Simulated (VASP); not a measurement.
VASP ran on this input.

### INCAR
```
SYSTEM  =  ZrH2
PREC  =  Accurate; ENCUT  =  300; LREAL  =  F
LASPH  =  T
EDIFF  =  1E-6; NELM  =  100; ALGO  =  Normal
LMAXMIX  =  4
ISMEAR  =  -1; SIGMA  =  0.1
GGA  =  PE
ISIF  =  2
LWAVE  =  F; LCHARG  =  F
```

KPOINTS:
```
Automatic mesh
0
Gamma
12 12 1
0 0 0
```

**POSCAR**
```
ZrH2
1
    3.0448080000     0.0000000000     0.0000000000
   -1.5224030000     2.6368810000     0.0000000000
    0.0000000000     0.0000000000    16.8770960000
Zr H
1 2
Direct
  0.6666670000   0.3333330000   0.5000000000
  0.3333330000   0.6666670000   0.4147630000
  0.3333330000   0.6666670000   0.5852370000
```

POTCAR, in this order: Zr_sv H (PBE.64 set). Program: vasp_std.

Task: Translate this PBE calculation to Ansatz.

Result: One equivalent input (not run):
Ansatz 0.2 input:
```yaml
crystal:
  lattice:
    - [3.0448080, 0.0000000, 0.0000000]
    - [-1.5224030, 2.6368810, 0.0000000]
    - [0.0000000, 0.0000000, 16.8770960]
  atoms:
    - { symbol: Zr, position: [0.6666670, 0.3333330, 0.5000000] }
    - { symbol: H, position: [0.3333330, 0.6666670, 0.4147630] }
    - { symbol: H, position: [0.3333330, 0.6666670, 0.5852370] }
kpoints:
  mp_grid: { grid: [12, 12, 1] }
hamiltonian:
  xc: pbe
  pseudopotentials: { kind: paw }
scf:
  occupations: { method: fermi_dirac, width: 0.1 }
  max_iter: 100
output: { forces: true, stress: true, eigenvalues: true }
```
What does not carry over: each code has its own PAW files, so the cut-off isn't converted (ENCUT is set for VASP's; basis.ecutwfc is left out, and Ansatz then takes the one that its files recommend); Ansatz stops its SCF on the density residual and VASP on the energy change (EDIFF).

The cell is a sheet with vacuum, built from a generated structure.
